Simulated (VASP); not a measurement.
A convergence study with VASP on LiCl (rock salt): one setting is varied, all else stays as given below, so the limit is that of these other settings.

```xyz
2
Lattice="0.0000 2.5700 2.5700 2.5700 0.0000 2.5700 2.5700 2.5700 0.0000" Properties=species:S:1:pos:R:3 pbc="T T T"
Li     0.0000     0.0000     0.0000
Cl     2.5700     2.5700     2.5700
```

Method: PBE GGA, VASP's PBE PAW potentials (set 64) (plane waves; VASP). The tightest run used: 700 eV cut-off, 18×18×18 Γ-centred mesh, Gaussian smearing of 0.050 eV, potentials Li_sv Cl.

```json
[
 {"setting": "1×1×1 mesh", "E (eV/atom)": "-0.2767", "pressure (GPa)": "44.99", "irreducible k-points": "1"},
 {"setting": "2×2×2 mesh", "E (eV/atom)": "-3.4271", "pressure (GPa)": "5.38", "irreducible k-points": "3"},
 {"setting": "3×3×3 mesh", "E (eV/atom)": "-3.6664", "pressure (GPa)": "0.78", "irreducible k-points": "4"}
]
```

Q: These are the cheaper rows. Estimate the results at 18×18×18 mesh, and how far the last row shown lies from them.

A: 
| quantity | tightest run | last row shown is off by |
|---|---|---|
| E (eV/atom) | -3.6922 | 0.0258 |
| pressure (GPa) | 0.08 | 0.70 |

Left out are rungs that failed or repeat a setting and relaxations that didn't move; long series are thinned to 24 rows.

The compound is LiCl in the rock salt structure. The cell was not relaxed at this level.
